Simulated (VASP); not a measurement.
Wanted: the native input for a VASP 6.6.1 run.

```
Task                   : single point
Functional             : PBE
Potentials or basis    : VASP PAW PBE potentials, release 64 (Ru_pv)
Cutoff                 : 600 eV
k mesh                 : 18 × 18 × 10
Occupations            : methfessel-paxton, width 0.1 eV
Spin                   : no spin polarisation
Further INCAR settings : ALGO = Fast; EDIFF = 1e-06; NBANDS = 21
```

The structure of Ru lies in POSCAR:

```
Ru                                      
1.0
    2.7189980579     -0.0000000000      0.0000000000
   -1.3594990290      2.3547213910     -0.0000000000
   -0.0000000000      0.0000000000      4.2967676148
  Ru            
     2
Direct
     0.3333333332999970    0.6666666667000030    0.2500000000000000
     0.6666666667000030    0.3333333332999970    0.7500000000000000
```

One way to write it, as run:

INCAR

```
ALGO     = Fast           # electronic algorithm
EDIFF    = 1E-6           # SCF threshold, eV
ENCUT    = 600            # plane-wave cutoff, eV
GGA      = PE             # functional
ISIF     = 2              # what is computed and relaxed
ISMEAR   = 1              # smearing method
KPAR     = 4            
LASPH    = True           # aspherical terms in the spheres
LCHARG   = False          # write CHGCAR
LREAL    = False          # projectors in reciprocal space
LWAVE    = False          # write WAVECAR
NBANDS   = 21             # bands
NELM     = 120            # most SCF steps
PREC     = Accurate       # precision mode
SIGMA    = 0.1            # smearing width, eV
```

KPOINTS

```
k-points
0
Gamma
  18 18 10
```

Potentials or basis: VASP PAW PBE potentials, release 64 (Ru_pv).

Run with:

```sh
$ cat potpaw_PBE.64/Ru_pv/POTCAR > POTCAR
$ mpirun -np 4 vasp_std > vasp.out
```

It gave:

```yaml
Pressure: 0.0 GPa
Band_gap_on_the_k_mesh: none (metal or under the smearing width)
```

Run time: 13 s on 4 MPI ranks on Intel(R) Xeon(R) 6975P-C (Granite Rapids) (shared host), peak memory 0.23 GiB a rank.
